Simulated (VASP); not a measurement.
Consider the following.

```xyz
6
Lattice="4.1804 0.0000 0.0000 0.0000 4.1804 0.0000 0.0000 0.0000 4.1804" Properties=species:S:1:pos:R:3 pbc="T T T"
Cu     3.1353     1.0451     3.1353
Cu     1.0451     3.1353     3.1353
Cu     3.1353     3.1353     1.0451
Cu     1.0451     1.0451     1.0451
O      0.0000     0.0000     0.0000
O      2.0902     2.0902     2.0902
```

All values below come from LDA (Ceperley-Alder, Perdew-Zunger), VASP's LDA PAW potentials (set 64) (plane waves; VASP). Settings: 520 eV cut-off, 6×6×6 Γ-centred mesh, tetrahedra with Blöchl corrections, potentials Cu O.

### Question
The job: Cu2O (cuprite), 6 atoms, LDA, static run, 520 eV, 6×6×6 Γ-centred mesh. Roughly how much core time does it take on a busy server core?

### Answer
About 30 core-seconds (one run on a shared machine, a rough figure). It had 20 irreducible k-points, 33 bands, up to 1984 plane waves and 16 electronic steps.

The compound is Cu2O in the cuprite structure. It was relaxed first, which changed the volume by -6 %.
